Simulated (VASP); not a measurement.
Here is the system:

```yaml
crystal:
  lattice:
    - [1.60206, -2.77485, 0.00000]
    - [1.60206, 2.77485, 0.00000]
    - [0.00000, 0.00000, 12.37269]
  atoms:
    - { symbol: Te, position: [0.33333, 0.66667, 0.89761] }
    - { symbol: Te, position: [0.66667, 0.33333, 0.39761] }
    - { symbol: Te, position: [0.66667, 0.33333, 0.10239] }
    - { symbol: Te, position: [0.33333, 0.66667, 0.60239] }
    - { symbol: Mo, position: [0.33333, 0.66667, 0.25000] }
    - { symbol: Mo, position: [0.66667, 0.33333, 0.75000] }
```

The numbers are results of LDA (Ceperley-Alder, Perdew-Zunger), VASP's LDA PAW potentials (set 64) (plane waves; VASP 6.6.1), not measurements. Numerical set-up: 500 eV cut-off, 11×11×3 Γ-centred mesh, first-order Methfessel-Paxton smearing of 0.10 eV, potentials Te Mo_sv.

Unless said otherwise, spin-orbit coupling is left out, though it shifts the bands of the heavy elements here.

### Question
Predict the energy per atom (σ→0), pressure, band gap (on the k-mesh) with the smallest direct gap where there is one.

### Answer

```yaml
band gap (on the k-mesh): none (metal, semimetal or under 0.01 eV)
energy per atom (σ→0): -6.493 eV/atom
pressure: 30.13 GPa
```

The compound is MoTe2 in the 2H layered structure. It was relaxed first under an external pressure of 30 GPa.
